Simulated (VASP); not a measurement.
Input:

```xyz
3
Lattice="0.0000 2.6949 2.6949 2.6949 0.0000 2.6949 2.6949 2.6949 0.0000" Properties=species:S:1:pos:R:3 pbc="T T T"
Si     1.3475     1.3475     1.3475
Si     4.0424     4.0424     4.0424
Ni     0.0000     0.0000     0.0000
```

Level of theory: r2SCAN meta-GGA, VASP's PBE PAW potentials (set 64) (plane waves; VASP 6.6.1). Numerical set-up: 520 eV cut-off, 9×9×9 Γ-centred mesh, first-order Methfessel-Paxton smearing of 0.10 eV, potentials Si Ni.

Task: Predict the energy per atom (σ→0), band gap (on the k-mesh) with the smallest direct gap where there is one.

Result: 
| Property | Result |
|---|---|
| band gap (on the k-mesh) | none (metal, semimetal or under 0.01 eV) |
| energy per atom (σ→0) | -10.176 eV/atom |

The compound is NiSi2 in the fluorite structure. It was relaxed first. The run is not spin-polarised, so no magnetic state was tried.
